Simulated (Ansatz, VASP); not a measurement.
# AsN (wurtzite type (invented)): VASP beside Ansatz

One calculation is typed for both programs; each brings its own data sets. How far apart do they land? The cell is generated by rule, not measured, and may not be a known phase. The cell is taken from a series of runs on this material, whose earlier steps may have relaxed, scaled, displaced or heated it; both programs get it as it stands.

Calculated with Ansatz 0.2.0; plane waves, with VASP 6.6.1 beside it; zone-centre phonons at PBEsol.

## 1. Set-up

Symmetry: P6_3mc, No. 186, hexagonal system. Conventional cell: a = 3.817 Å, b = 3.817 Å, c = 4.707 Å, α = 90.00°, β = 90.00°, γ = 120.00°. Nearest to As lie 1 N at 1.88 Å. Nearest to N lie 1 As at 1.88 Å. Farther neighbours and most contacts between anions are not listed.

## 2. VASP: zone-centre phonons, PBEsol

Second derivatives magnify differences that forces hide, and they need a tight electronic threshold.

Lines of VASP's logs that name or quote its potential files are left out, and so is its time.

Input file INCAR:

```
SYSTEM = AsN
PREC = Accurate
ENCUT = 600
EDIFF = 1E-08
NELM = 120
ISMEAR = 0
SIGMA = 0.01
LREAL = .FALSE.
ALGO = Normal
GGA = PS
NBANDS = 16
LORBIT = 11
LWAVE = .FALSE.
LCHARG = .FALSE.
ISIF = 2
IBRION = 8
LEPSILON = .TRUE.
LASPH = .TRUE.
GGA_COMPAT = .FALSE.
EFERMI = MIDGAP
KPAR = 2
```

Input file POSCAR:

```
AsN
1.0
    3.8166050102      0.0000000000      0.0000000000
   -1.9083025051      3.3052768951      0.0000000000
    0.0000000000      0.0000000000      4.7070178974
As N
2 2
Direct
    0.3333333333      0.6666666667      0.9876418686
    0.6666666667      0.3333333333      0.4876418686
    0.3333333333      0.6666666667      0.3873581314
    0.6666666667      0.3333333333      0.8873581314
```

Input file KPOINTS:

```
Automatic mesh
0
Gamma
12 12 8
0 0 0
```

PAW data sets: As and N (PBE family, release 64).

The run is started by

```bash
$ mpirun -np 2 vasp_std
```

Numbers of over 12 decimals in the logs are rounded to 6 here.

The log of the run:

```text
[banner, memory and clock lines left out]
running    2 mpi-ranks, on    1 nodes
 distrk:  each k-point on    1 cores,    2 groups
 distr:  one band on    1 cores,    1 groups

 POSCAR found type information on POSCAR AsN
 POSCAR found :  2 types and       4 ions
|                                                                             |
|               ----> ADVICE to this user running VASP <----                  |
|                                                                             |
|     You enforced a specific xc type in the INCAR file but a different       |
|     [... a line on the potential file left out ...]
|     I HOPE YOU KNOW WHAT YOU ARE DOING!                                     |
|                                                                             |

 LDA part: xc-table for (Slater+PW92), standard interpolation
 POSCAR, INCAR and KPOINTS ok, starting setup
 FFT: planning ... GRIDC
 FFT: planning ... GRID_SOFT
 FFT: planning ... GRID
 WAVECAR not read
 entering main loop
       N       E                     dE             d eps       ncg     rms          rms(c)
DAV:   1     0.885343634138E+02    0.88534E+02   -0.10257E+04  3040   0.124E+03
DAV:   2    -0.205802997693E+02   -0.10911E+03   -0.10477E+03  4256   0.230E+02
DAV:   3    -0.269207375037E+02   -0.63404E+01   -0.63139E+01  3856   0.617E+01
DAV:   4    -0.269730327090E+02   -0.52295E-01   -0.52275E-01  3496   0.590E+00
DAV:   5    -0.269734519338E+02   -0.41922E-03   -0.41922E-03  3632   0.491E-01    0.114E+01
DAV:   6    -0.244406131292E+02    0.25328E+01   -0.15701E+01  3776   0.266E+01    0.528E+00
DAV:   7    -0.242538178432E+02    0.18680E+00   -0.16719E+00  3312   0.965E+00    0.337E+00
DAV:   8    -0.242464671840E+02    0.73507E-02   -0.40885E-01  3504   0.449E+00    0.115E+00
DAV:   9    -0.242207050163E+02    0.25762E-01   -0.94356E-02  3440   0.214E+00    0.201E-01
DAV:  10    -0.242215986029E+02   -0.89359E-03   -0.75346E-03  3192   0.641E-01    0.417E-02
DAV:  11    -0.242216065254E+02   -0.79226E-05   -0.14630E-04  4000   0.888E-02    0.238E-02
DAV:  12    -0.242216064933E+02    0.32169E-07   -0.94818E-06  3328   0.255E-02    0.691E-03
DAV:  13    -0.242216061759E+02    0.31734E-06   -0.28552E-06  4088   0.111E-02    0.229E-03
DAV:  14    -0.242216062081E+02   -0.32186E-07   -0.20758E-07  3512   0.364E-03    0.908E-04
DAV:  15    -0.242216061388E+02    0.69305E-07   -0.22438E-08  2776   0.122E-03    0.319E-04
DAV:  16    -0.242216061341E+02    0.46850E-08   -0.12983E-08  1592   0.763E-04
   1 F= -.24221606E+02 E0= -.24221606E+02  d E =0.000000E+00
 Linear response reoptimize wavefunctions to high precision
DAV:   1    -0.242216061412E+02   -0.70974E-08   -0.19343E-09  1672   0.480E-04
DAV:   2    -0.242216061412E+02   -0.24443E-10   -0.13596E-10  1520   0.103E-04
 Linear response G [H, r] |phi>, progress :
  Direction:   1
       N       E                     dE             d eps       ncg     rms
RMM:   1    -0.863870952666E+02   -0.86387E+02    0.71862E+01  8154   0.877E+01
 LRF_COMMUTATOR internal error: the vector H(1)-e(1) S(1) |phi(0)> is not orthog
 onal to |phi(0)> (-1.061970373971710E-004,2.101270546450706E-014)
 LRF_COMMUTATOR internal error: the vector H(1)-e(1) S(1) |phi(0)> is not orthog
 onal to |phi(0)> (1.061970374258703E-004,3.212707877509047E-015)
 LRF_COMMUTATOR internal error: the vector H(1)-e(1) S(1) |phi(0)> is not orthog
 onal to |phi(0)> (-1.015497839351592E-004,1.045170894276026E-015)
 LRF_COMMUTATOR internal error: the vector H(1)-e(1) S(1) |phi(0)> is not orthog
 onal to |phi(0)> (1.015497839124135E-004,2.255140518769849E-015)
RMM:   2    -0.818148538224E+02    0.45722E+01   -0.12470E+01  4942   0.257E+01
 LRF_COMMUTATOR internal error: the vector H(1)-e(1) S(1) |phi(0)> is not orthog
 onal to |phi(0)> (-1.061970374021670E-004,-8.942499518660441E-015)
 LRF_COMMUTATOR internal error: the vector H(1)-e(1) S(1) |phi(0)> is not orthog
 onal to |phi(0)> (1.061970374491850E-004,2.912947660860254E-014)
 LRF_COMMUTATOR internal error: the vector H(1)-e(1) S(1) |phi(0)> is not orthog
 onal to |phi(0)> (-1.015497839434026E-004,1.993197273897351E-014)
 LRF_COMMUTATOR internal error: the vector H(1)-e(1) S(1) |phi(0)> is not orthog
 onal to |phi(0)> (1.015497838925405E-004,2.671474153004283E-014)
RMM:   3    -0.819897775871E+02   -0.17492E+00   -0.31558E-01  5106   0.279E+00
RMM:   4    -0.819989844161E+02   -0.92068E-02   -0.65248E-03  5395   0.471E-01
RMM:   5    -0.819992783514E+02   -0.29394E-03   -0.13881E-04  5181   0.839E-02
RMM:   6    -0.819993180094E+02   -0.39658E-04    0.44366E-05  5416   0.162E-02
RMM:   7    -0.819993238234E+02   -0.58140E-05    0.78207E-06  5316   0.365E-03
RMM:   8    -0.819993246696E+02   -0.84621E-06   -0.57035E-06  5246   0.724E-04
RMM:   9    -0.819993249336E+02   -0.26407E-06   -0.56734E-06  4285   0.203E-04
[...]
RMM:   1    -0.232420707637E+01   -0.23242E+01   -0.16005E+01 22036   0.566E+00
RMM:   2    -0.247797614596E+01   -0.15377E+00   -0.77874E-02 16303   0.116E+00    0.195E+00
RMM:   3    -0.232970086167E+01    0.14828E+00   -0.11857E-01 16474   0.178E+00    0.920E-01
RMM:   4    -0.233835403822E+01   -0.86532E-02   -0.84356E-02 16132   0.151E+00    0.182E-01
RMM:   5    -0.235144504793E+01   -0.13091E-01   -0.16299E-03 17112   0.287E-01    0.249E-02
[...]
RMM:   6    -0.232059575370E+01   -0.47812E-02   -0.39027E-04  5053   0.112E-01    0.235E-02
RMM:   7    -0.232055517981E+01    0.40574E-04   -0.38787E-05  5088   0.289E-02    0.668E-03
RMM:   8    -0.232089771864E+01   -0.34254E-03   -0.53684E-06  5085   0.105E-02    0.158E-03
RMM:   9    -0.232096520127E+01   -0.67483E-04   -0.85996E-07  5195   0.237E-03    0.567E-04
RMM:  10    -0.232096061984E+01    0.45814E-05    0.24577E-06  5149   0.101E-03    0.178E-04
RMM:  11    -0.232097087964E+01   -0.10260E-04   -0.42192E-07  5011   0.311E-04    0.514E-05
RMM:  12    -0.232096787799E+01    0.30016E-05    0.36465E-08  4026   0.932E-05    0.103E-05
RMM:  13    -0.232096733787E+01    0.54011E-06    0.15749E-08  2366   0.437E-05    0.327E-06
 change of polarisation eV/A/(eV/A) component  3 :     0.276    -0.203     4.470
 dielectric tensor                  component  3 :     0.840    -0.619    14.623
 Linear response DOF=           4
 Linear response progress:
  Degree of freedom:   1/  4
       N       E                     dE             d eps       ncg     rms          rms(c)
RMM:   1    -0.376557478544E-01   -0.37656E-01    0.16709E-02 49114   0.110E+00
RMM:   2    -0.364895774855E-01    0.11662E-02   -0.22388E-03 29456   0.311E-01    0.688E-02
RMM:   3    -0.360185607133E-01    0.47102E-03   -0.28757E-04 30842   0.517E-02    0.374E-02
RMM:   4    -0.356346643239E-01    0.38390E-03   -0.17526E-04 27043   0.359E-02    0.959E-03
RMM:   5    -0.355741443734E-01    0.60520E-04   -0.17339E-05 30977   0.104E-02    0.143E-03
RMM:   6    -0.355763441045E-01   -0.21997E-05    0.26335E-06 31686   0.171E-03    0.465E-04
RMM:   7    -0.355759565588E-01    0.38755E-06    0.31251E-06 31906   0.544E-04    0.879E-05
RMM:   8    -0.355760080198E-01   -0.51461E-07    0.47965E-07 32285   0.145E-04    0.233E-05
RMM:   9    -0.355759740256E-01    0.33994E-07    0.21293E-07 32491   0.298E-05    0.105E-05
RMM:  10    -0.355759702694E-01    0.37562E-08   -0.39381E-09 32397   0.115E-05    0.525E-06
 first order change of Fermi-energy   0.13013E-05
 force on displaced ion       1 direction 1 :  -3.112   0.000   0.000
 Born effective charge ion    1 direction 1 :   2.538  -0.001  -0.000
 Linear response progress:
  Degree of freedom:   2/  4
       N       E                     dE             d eps       ncg     rms          rms(c)
RMM:   1    -0.483222058178E-01   -0.48322E-01    0.54083E-02 11242   0.138E+00
RMM:   2    -0.453659986828E-01    0.29562E-02   -0.20079E-03  6645   0.399E-01    0.143E-01
RMM:   3    -0.446946981113E-01    0.67130E-03   -0.39018E-04  6738   0.133E-01    0.709E-02
RMM:   4    -0.443987076363E-01    0.29599E-03   -0.81147E-05  7051   0.500E-02    0.406E-02
RMM:   5    -0.442754180258E-01    0.12329E-03    0.16596E-05  6800   0.430E-02    0.142E-02
RMM:   6    -0.442631724632E-01    0.12246E-04    0.22184E-05  7093   0.102E-02    0.620E-03
RMM:   7    -0.442674240394E-01   -0.42516E-05   -0.14350E-07  6974   0.472E-03    0.208E-03
RMM:   8    -0.442715826196E-01   -0.41586E-05   -0.92629E-07  7005   0.135E-03    0.557E-04
RMM:   9    -0.442718242283E-01   -0.24161E-06   -0.12338E-06  6924   0.665E-04    0.164E-04
RMM:  10    -0.442713003255E-01    0.52390E-06    0.93767E-08  7211   0.133E-04    0.718E-05
RMM:  11    -0.442711186079E-01    0.18172E-06   -0.38652E-07  6700   0.113E-04    0.125E-05
RMM:  12    -0.442711685058E-01   -0.49898E-07   -0.18918E-07  7407   0.220E-05    0.486E-06
RMM:  13    -0.442711680018E-01    0.50397E-09   -0.25500E-08  6986   0.920E-06    0.870E-07
 first order change of Fermi-energy  -0.22666E+00
 force on displaced ion       1 direction 3 :  -0.000   0.000 -17.628
 Born effective charge ion    1 direction 3 :   0.000  -0.000   4.400
 Linear response progress:
  Degree of freedom:   3/  4
       N       E                     dE             d eps       ncg     rms          rms(c)
RMM:   1    -0.227936064194E+00   -0.22794E+00    0.12319E-01 36985   0.309E+00
RMM:   2    -0.225692134928E+00    0.22439E-02   -0.81997E-03 28288   0.572E-01    0.101E-01
RMM:   3    -0.226348713385E+00   -0.65658E-03   -0.34619E-04 29938   0.107E-01    0.567E-02
RMM:   4    -0.227073571192E+00   -0.72486E-03   -0.16538E-04 28620   0.680E-02    0.133E-02
RMM:   5    -0.227061149277E+00    0.12422E-04   -0.25877E-06 31201   0.137E-02    0.139E-03
RMM:   6    -0.227059816734E+00    0.13325E-05    0.16809E-06 31883   0.168E-03    0.715E-04
RMM:   7    -0.227062111840E+00   -0.22951E-05    0.25304E-06 31657   0.800E-04    0.179E-04
RMM:   8    -0.227062323576E+00   -0.21174E-06   -0.36550E-07 31805   0.167E-04    0.453E-05
RMM:   9    -0.227062131159E+00    0.19242E-06   -0.10518E-07 32292   0.630E-05    0.156E-05
RMM:  10    -0.227062037671E+00    0.93487E-07   -0.17726E-08 32981   0.211E-05    0.692E-06
RMM:  11    -0.227062030559E+00    0.71127E-08   -0.14653E-08 31776   0.114E-05    0.135E-06
 first order change of Fermi-energy  -0.27998E-05
 force on displaced ion       3 direction 1 :  -0.418  -0.001  -0.000
 Born effective charge ion    3 direction 1 :  -2.540   0.001   0.000
 Linear response progress:
  Degree of freedom:   4/  4
       N       E                     dE             d eps       ncg     rms          rms(c)
RMM:   1    -0.236364198955E+00   -0.23636E+00    0.17584E-01  8435   0.315E+00
RMM:   2    -0.232936624315E+00    0.34276E-02   -0.73918E-03  6376   0.580E-01    0.169E-01
RMM:   3    -0.233356724896E+00   -0.42010E-03   -0.99422E-04  6790   0.181E-01    0.837E-02
RMM:   4    -0.233687417457E+00   -0.33069E-03   -0.62755E-05  6881   0.608E-02    0.497E-02
RMM:   5    -0.234008352414E+00   -0.32093E-03   -0.33347E-05  6752   0.395E-02    0.183E-02
RMM:   6    -0.234121246056E+00   -0.11289E-03   -0.16440E-06  7005   0.126E-02    0.611E-03
RMM:   7    -0.234142115505E+00   -0.20869E-04   -0.14629E-06  6966   0.438E-03    0.166E-03
RMM:   8    -0.234133288228E+00    0.88273E-05   -0.60777E-07  7093   0.170E-03    0.369E-04
RMM:   9    -0.234132668997E+00    0.61923E-06   -0.51193E-07  7204   0.400E-04    0.108E-04
RMM:  10    -0.234132811058E+00   -0.14206E-06    0.65466E-08  7196   0.118E-04    0.296E-05
RMM:  11    -0.234132877486E+00   -0.66428E-07    0.16989E-08  6966   0.468E-05    0.693E-06
RMM:  12    -0.234132876796E+00    0.68951E-09   -0.73343E-08  7463   0.116E-05    0.294E-06
 first order change of Fermi-energy   0.22668E+00
 force on displaced ion       3 direction 3 :   0.000  -0.000 -13.771
 Born effective charge ion    3 direction 3 :   0.000   0.000  -4.397
 Born effective charges drift removed
 Linear response finished
```

(Continued in part 2 of 3.)

[Lines on the potential files, build, host, timing and source positions are cut from VASP's logs without a mark.]

[Logs are printed without paths, hosts, clocks, repeated set-up lines and the standing remarks that a program may print on its own settings, such as how far it seeks lower states.]

[Hosts, paths, dates, database ids (printed as entryN), source tags and the programs' standing remarks are cut or masked in the printed files.]
